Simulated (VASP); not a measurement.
Input:

```
CELL_PARAMETERS angstrom
     -2.63168     2.63168     5.24540
      2.63168    -2.63168     5.24540
      2.63168     2.63168    -5.24540
ATOMIC_POSITIONS crystal
  Cu 0.00000 0.00000 0.00000
  Cu 0.75000 0.25000 0.50000
  Zn 0.25000 0.75000 0.50000
  Ge 0.50000 0.50000 0.00000
  S  0.63023 0.62063 0.49773
  S  0.12289 0.13250 0.50227
  S  0.37937 0.87711 0.00961
  S  0.86750 0.36977 0.99039
```

These are PBEsol GGA, VASP's PBE PAW potentials (set 64) (plane waves; VASP) values and carry that method's errors. Run with 400 eV cut-off, Gaussian smearing of 0.050 eV, potentials Cu Zn Ge_d S.

Question: Give the energies of bands 27 to 40 at the high-symmetry points, in eV from the valence-band maximum.

Answer: 
```
band      Γ      X      P      N      M      S      R
----  -----  -----  -----  -----  -----  -----  -----
27    -2.38  -2.22  -2.23  -2.22  -2.61  -2.24  -2.22
28    -2.37  -2.11  -2.23  -2.17  -2.22  -2.22  -2.12
29    -2.13  -2.06  -1.98  -2.04  -2.15  -2.05  -2.10
30    -1.85  -1.93  -1.94  -1.92  -2.05  -1.92  -2.01
31    -1.81  -1.56  -1.56  -1.84  -1.39  -1.77  -1.60
32    -1.81  -1.36  -1.38  -1.52  -1.31  -1.70  -1.38
33    -1.65  -0.95  -0.88  -1.30  -1.31  -1.47  -0.97
34    -0.07  -0.68  -0.84  -1.22  -1.12  -1.26  -0.80
35    -0.07  -0.48  -0.70  -1.16  -0.98  -0.82  -0.67
36     0.00  -0.47  -0.52  -0.55  -0.98  -0.52  -0.63
37     0.66   0.84   1.14   1.93   1.50   1.72   1.08
38     1.89   2.45   2.96   3.14   2.04   2.53   2.65
39     2.85   3.06   3.04   3.25   2.04   3.16   3.51
40     3.81   4.18   3.76   4.37   2.35   3.98   3.99
```

The gap is direct, 0.66 eV, from the valence maximum at Γ to the conduction minimum at Γ.

The structure was generated: ZnCu2GeS4 was put into the kesterite type (I-4), which need not be its known phase. It was relaxed first.
